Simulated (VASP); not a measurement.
An input for Quantum ESPRESSO's pw.x (written as the equivalent of a VASP run, and not itself run):

```
&CONTROL
  calculation = 'scf'
  pseudo_dir = './pseudo'
  outdir = './out'
  tprnfor = .true.
  tstress = .true.
/
&SYSTEM
  ibrav = 0
  nat = 8
  ntyp = 2
  ecutwfc = 82
  occupations = 'smearing'
  smearing = 'fermi-dirac'
  degauss = 0.009996
  input_dft = 'pz'
/
&ELECTRONS
  conv_thr = 7.3e-08
  electron_maxstep = 100
/
ATOMIC_SPECIES
  Pb 207.200 Pb.upf
  Nb 92.906 Nb.upf
CELL_PARAMETERS angstrom
     5.3330000    0.0000000    0.0000000
     0.0000000    5.3330000    0.0000000
     0.0000000    0.0000000    5.3330000
ATOMIC_POSITIONS crystal
  Pb   0.0000000  0.0000000  0.0000000
  Pb   0.5000000  0.5000000  0.5000000
  Nb   0.2500000  0.0000000  0.5000000
  Nb   0.5000000  0.7500000  0.0000000
  Nb   0.7500000  0.0000000  0.5000000
  Nb   0.5000000  0.2500000  0.0000000
  Nb   0.0000000  0.5000000  0.7500000
  Nb   0.0000000  0.5000000  0.2500000
K_POINTS automatic
  4 4 4 0 0 0
```

Task: Translate this input to VASP (INCAR, KPOINTS, POSCAR, choice of POTCAR).

Result: One answer among several that fit: 
**POSCAR**
```
Nb3Pb
1.0
  5.3330000000   0.0000000000   0.0000000000
  0.0000000000   5.3330000000   0.0000000000
  0.0000000000   0.0000000000   5.3330000000
Pb Nb
2 6
direct
  0.0000000000   0.0000000000   0.0000000000
  0.5000000000   0.5000000000   0.5000000000
  0.2500000000   0.0000000000   0.5000000000
  0.5000000000   0.7500000000   0.0000000000
  0.7500000000   0.0000000000   0.5000000000
  0.5000000000   0.2500000000   0.0000000000
  0.0000000000   0.5000000000   0.7500000000
  0.0000000000   0.5000000000   0.2500000000
```

INCAR:
```
SYSTEM  =  Nb3Pb
LMAXMIX  =  4   # l cut-off of mixed one-centre charges
LASPH  =  T   # aspherical one-centre terms
ENCUT  =  300   # plane-wave cut-off (eV)
SIGMA  =  0.136   # width (eV)
ISIF  =  2
LCHARG  =  F
NELM  =  100
LWAVE  =  F
ALGO  =  Normal   # blocked Davidson
PREC  =  Accurate
ISMEAR  =  -1   # Fermi-Dirac
LREAL  =  F   # projection in real space or not
EDIFF  =  1E-6
```

### KPOINTS
```
Automatic
0
Gamma
4 4 4
0 0 0
```

POTCAR, in this order: Pb_d Nb_sv (LDA.64 set). Program: vasp_std.

The two are equivalent in intent, not identical: the potentials are each code's own (VASP's PAW set, PseudoDojo norm-conserving files in pw.x), so ENCUT and ecutwfc are chosen apart and not converted; conv_thr bounds pw.x's estimated SCF error, while EDIFF bounds the energy change between steps.

The structure comes from a measured Nb3Pb entry (Pm-3n) of the Crystallography Open Database, whose conditions weren't checked. The cell was not relaxed at this level.
